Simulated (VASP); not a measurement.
Calculation: SCAN meta-GGA, VASP's PBE PAW potentials (set 64) (plane waves; VASP).

VASP input:

**INCAR**
```
SYSTEM = BP
PREC = Accurate
ENCUT = 520
EDIFF = 1E-6
NELM = 100
ALGO = Normal
LREAL = .FALSE.
LASPH = .TRUE.
ISMEAR = 0
SIGMA = 0.05
METAGGA = SCAN
LMIXTAU = .TRUE.
LWAVE = .FALSE.
LCHARG = .FALSE.
IBRION = 2
ISIF = 3
NSW = 60
EDIFFG = -0.01
```

POSCAR:
```
BP
1
    0.0000000000     2.2700000000     2.2700000000
    2.2700000000     0.0000000000     2.2700000000
    2.2700000000     2.2700000000     0.0000000000
B P
1 1
Direct
  0.0000000000   0.0000000000   0.0000000000
  0.2500000000   0.2500000000   0.2500000000
```

**KPOINTS**
```
Automatic
0
G
  9 9 9
```

POTCAR, in this order: B P (PBE.64 set). Program: vasp_std.

The run wrote:

### OSZICAR
```
       N       E                     dE             d eps       ncg     rms          rms(c)
DAV:   1     0.248127530081E+01    0.24813E+01   -0.41121E+03   560   0.915E+02
DAV:   2    -0.205294694402E+02   -0.23011E+02   -0.21615E+02   816   0.112E+02
DAV:   3    -0.207990767259E+02   -0.26961E+00   -0.26961E+00   728   0.158E+01
DAV:   4    -0.207995934033E+02   -0.51668E-03   -0.51668E-03   840   0.695E-01
DAV:   5    -0.207995936154E+02   -0.21205E-06   -0.21205E-06   728   0.122E-02    0.745E+00
DAV:   6    -0.188820267906E+02    0.19176E+01   -0.10772E+00   808   0.862E+00    0.440E+00
DAV:   7    -0.186904287847E+02    0.19160E+00   -0.61226E-01   632   0.699E+00    0.123E+00
DAV:   8    -0.185990599577E+02    0.91369E-01   -0.26779E-01   616   0.592E+00    0.636E-01
DAV:   9    -0.188473181184E+02   -0.24826E+00   -0.22726E-01   576   0.714E+00    0.171E-01
DAV:  10    -0.188659397151E+02   -0.18622E-01   -0.10524E-02   664   0.140E+00    0.182E-01
DAV:  11    -0.188656270595E+02    0.31266E-03   -0.11963E-04   840   0.161E-01    0.184E-01
DAV:  12    -0.188656215336E+02    0.55259E-05   -0.84701E-04   560   0.479E-01    0.151E-01
DAV:  13    -0.188675384687E+02   -0.19169E-02   -0.21786E-03   576   0.653E-01    0.261E-01
DAV:  14    -0.188657685708E+02    0.17699E-02   -0.37311E-03   560   0.776E-01    0.258E-01
DAV:  15    -0.188657654035E+02    0.31673E-05   -0.90523E-05   864   0.107E-01    0.273E-01
DAV:  16    -0.188657192130E+02    0.46190E-04   -0.10816E-04   560   0.139E-01    0.301E-01
DAV:  17    -0.188657074697E+02    0.11743E-04   -0.33002E-04   608   0.251E-01    0.821E-02
DAV:  18    -0.188657007340E+02    0.67356E-05   -0.45563E-05   600   0.841E-02    0.211E-02
DAV:  19    -0.188657193377E+02   -0.18604E-04   -0.57484E-05   576   0.879E-02    0.453E-02
DAV:  20    -0.188657229110E+02   -0.35733E-05   -0.79787E-05   640   0.129E-01    0.402E-02
DAV:  21    -0.188657270526E+02   -0.41416E-05   -0.17930E-05   560   0.663E-02    0.308E-02
DAV:  22    -0.188657283592E+02   -0.13065E-05   -0.65170E-06   664   0.386E-02    0.128E-02
DAV:  23    -0.188657307305E+02   -0.23713E-05   -0.63500E-07   344   0.111E-02    0.577E-03
DAV:  24    -0.188657305079E+02    0.22265E-06   -0.11168E-07   280   0.555E-03
   1 F= -.18865731E+02 E0= -.18865731E+02  d E =-.188657E+02
       N       E                     dE             d eps       ncg     rms          rms(c)
DAV:   1    -0.188675779259E+02   -0.18472E-02   -0.11987E-01   688   0.305E+00    0.468E-01
DAV:   2    -0.188671236929E+02    0.45423E-03   -0.12346E-02   568   0.168E+00    0.266E-01
DAV:   3    -0.188683030258E+02   -0.11793E-02   -0.13272E-02   616   0.162E+00    0.986E-02
DAV:   4    -0.188665426294E+02    0.17604E-02   -0.74300E-03   560   0.130E+00    0.907E-02
DAV:   5    -0.188683079138E+02   -0.17653E-02   -0.63452E-03   560   0.112E+00    0.732E-02
DAV:   6    -0.188664052891E+02    0.19026E-02   -0.41404E-03   560   0.882E-01    0.921E-03
DAV:   7    -0.188664025010E+02    0.27881E-05   -0.20702E-04   608   0.219E-01    0.848E-03
DAV:   8    -0.188664198104E+02   -0.17309E-04   -0.17905E-05   672   0.627E-02    0.797E-03
DAV:   9    -0.188664134170E+02    0.63933E-05   -0.11303E-05   736   0.408E-02    0.429E-03
DAV:  10    -0.188664230115E+02   -0.95945E-05   -0.75008E-06   576   0.403E-02    0.393E-03
DAV:  11    -0.188664228145E+02    0.19696E-06   -0.63658E-07   288   0.110E-02
   2 F= -.18866423E+02 E0= -.18866423E+02  d E =-.692307E-03
       N       E                     dE             d eps       ncg     rms          rms(c)
DAV:   1    -0.188678510965E+02   -0.14281E-02   -0.22084E-02   688   0.130E+00    0.196E-01
DAV:   2    -0.188676616127E+02    0.18948E-03   -0.25573E-03   568   0.766E-01    0.113E-01
DAV:   3    -0.188679358521E+02   -0.27424E-03   -0.27473E-03   616   0.731E-01    0.410E-02
DAV:   4    -0.188675074096E+02    0.42844E-03   -0.16668E-03   560   0.592E-01    0.369E-02
DAV:   5    -0.188677714067E+02   -0.26400E-03   -0.10519E-03   560   0.446E-01    0.305E-02
DAV:   6    -0.188674481871E+02    0.32322E-03   -0.52439E-04   560   0.300E-01    0.348E-03
DAV:   7    -0.188674764388E+02   -0.28252E-04   -0.21923E-05   616   0.804E-02    0.173E-03
DAV:   8    -0.188674681446E+02    0.82942E-05   -0.15168E-06   656   0.184E-02    0.217E-03
DAV:   9    -0.188674712291E+02   -0.30844E-05   -0.67973E-07   296   0.112E-02    0.892E-04
DAV:  10    -0.188674653598E+02    0.58692E-05   -0.11842E-06   352   0.158E-02    0.126E-03
DAV:  11    -0.188674659358E+02   -0.57595E-06   -0.95455E-08   280   0.424E-03
   3 F= -.18867466E+02 E0= -.18867466E+02  d E =-.173543E-02
```

### OUTCAR
```
------------------------ aborting loop because EDIFF is reached ----------------------------------------
  FORCE on cell =-STRESS in cart. coord.  units (eV):
  Direction    XX          YY          ZZ          XY          YZ          ZX
  --------------------------------------------------------------------------------------
  Total        0.0089680      0.0089680      0.0089680      0.0000000     -0.0000000     -0.0000000
  in kB        0.6215289      0.6215289      0.6215289      0.0000000     -0.0000000     -0.0000000
  external PRESSURE =       0.6215289 kB  Pullay stress =       0.0000000 kB
  volume of cell :       23.12
      direct lattice vectors                 reciprocal lattice vectors
    -0.000000000  2.261026328  2.261026328    -0.221138513  0.221138513  0.221138513
     2.261026328  0.000000000  2.261026328     0.221138513 -0.221138513  0.221138513
     2.261026328  2.261026328  0.000000000     0.221138513  0.221138513 -0.221138513
  FREE ENERGIE OF THE ION-ELECTRON SYSTEM (eV)
  ---------------------------------------------------
  free  energy   TOTEN  =       -18.8674659358 eV

  energy  without entropy=      -18.8674659358  energy(sigma->0) =      -18.86746594

 reached required accuracy - stopping structural energy minimisation
```
(Selected blocks of OUTCAR.)

### CONTCAR
```
BP
   1.00000000000000
    -0.0000000000000000    2.2610263283576004    2.2610263283576004
     2.2610263283576004    0.0000000000000000    2.2610263283576004
     2.2610263283576004    2.2610263283576004    0.0000000000000000
  B               P
     1     1
Direct
     0.0000000000000000    0.0000000000000000    0.0000000000000000
     0.2500000000000000    0.2500000000000000    0.2500000000000000
```

The compound is BP in the zinc blende structure. This run relaxes it. Symmetry was kept, so distortions that lower it aren't found.
